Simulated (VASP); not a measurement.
A convergence study with VASP on CoH (space group Fm-3m): one setting is varied, all else stays as given below, so the limit is that of these other settings. Each run relaxes cell and ions from the cell shown. The basis is that of the starting cell, so low cut-offs carry a Pulay error.

```xyz
2
Lattice="0.0000 1.8430 1.8430 1.8430 0.0000 1.8430 1.8430 1.8430 0.0000" Properties=species:S:1:pos:R:3 pbc="T T T"
Co     0.0000     0.0000     0.0000
H      1.8430     1.8430     1.8430
```

Method: PBEsol GGA, VASP's PBE PAW potentials (set 64) (plane waves; VASP). The tightest run used: 700 eV cut-off, 14×14×14 Γ-centred mesh, first-order Methfessel-Paxton smearing of 0.10 eV, potentials Co H.

### Question
The settings run are ENCUT = 200; ENCUT = 250; ENCUT = 300; ENCUT = 350; ENCUT = 400; ENCUT = 450; ENCUT = 500; ENCUT = 550; ENCUT = 600; ENCUT = 650; ENCUT = 700. From which on does the relaxed volume stay within 0.02 Å³/atom of the tightest run?

### Answer
From ENCUT = 450 on: it is off by 0.010 there and by no more than 0.02 in any finer run, while ENCUT = 400 is off by 0.025.
```tsv
setting	relaxed volume (Å³/atom)	E (eV/atom)	moment (μB)	plane waves	difference judged (Å³/atom)
ENCUT = 200	5.281	-5.6597	0.001	92	0.778
ENCUT = 250	5.878	-5.5855	1.036	121	0.180
ENCUT = 300	6.018	-5.5828	1.062	169	0.040
ENCUT = 350	6.022	-5.5813	1.063	198	0.036
ENCUT = 400	6.033	-5.5797	1.065	259	0.025
ENCUT = 450	6.048	-5.5790	1.068	290	0.010
ENCUT = 500	6.055	-5.5791	1.069	332	0.004
ENCUT = 550	6.055	-5.5793	1.069	378	0.003
ENCUT = 600	6.056	-5.5793	1.069	444	0.003
ENCUT = 650	6.057	-5.5793	1.069	495	0.001
ENCUT = 700	6.058	-5.5793	1.070	544	0.000
```

Left out are rungs that failed or repeat a setting and relaxations that didn't move; long series are thinned to 24 rows.

The structure comes from a computed database's CoH entry (Fm-3m); how it stands against other phases isn't given here.
